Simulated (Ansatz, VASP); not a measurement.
## Zn2SbO3: VASP beside Ansatz

```
Zn Sb O
1.0
     2.60583    1.50448    4.13497
    -2.60583    1.50448    4.13497
     0.00000   -3.00895    4.13497
Zn Sb O
2 1 3
Cartesian
  0.0000 0.0000 7.8126
  0.0000 0.0000 4.5923
  0.0000 0.0000 0.0000
  -1.3029 0.7522 2.0675
  1.3029 0.7522 2.0675
  0.0000 -1.5045 2.0675
```

Change from the starting cell: species swapped into the Zr2VNi3 type (R-3m, No. 166).

Alike in both runs: task single point; functional PBE; k mesh 6 × 6 × 6; occupations gaussian, width 0.1 eV; no spin polarisation.

```csv
,VASP,Ansatz
version,VASP 6.6.1,Ansatz 0.2.0
potentials or method,"VASP PAW PBE potentials, release 64 (Zn, Sb, O)","scalar-relativistic, plane waves, PAW"
plane-wave cutoff (eV),520,420
valence electrons in the cell,47,57
```

|  | VASP | Ansatz | Ansatz less VASP |
| --- | --- | --- | --- |
| gap on the k mesh at the Fermi level (eV) | none | none | - |
| pressure (GPa) | -11.1 | -10.8 | +0.26 |
| largest component of the traceless stress (GPa) | 10.16 | 10.15 | -0.017 |
| rms of the force components (eV/Å) | 0.016 | 0.016 | +0.0002 |

Atom by atom the forces differ by 0.000 eV/Å (rms over components). A gap of «none» marks a metal or a gap that the smearing closes. The two sets of potentials don't hold the same shells in valence.

Caveats: an odd number of electrons without spin polarisation forces a metal; a magnetic or distorted state may lie lower. Spin-orbit coupling is left out, which matters for the levels of Sb.
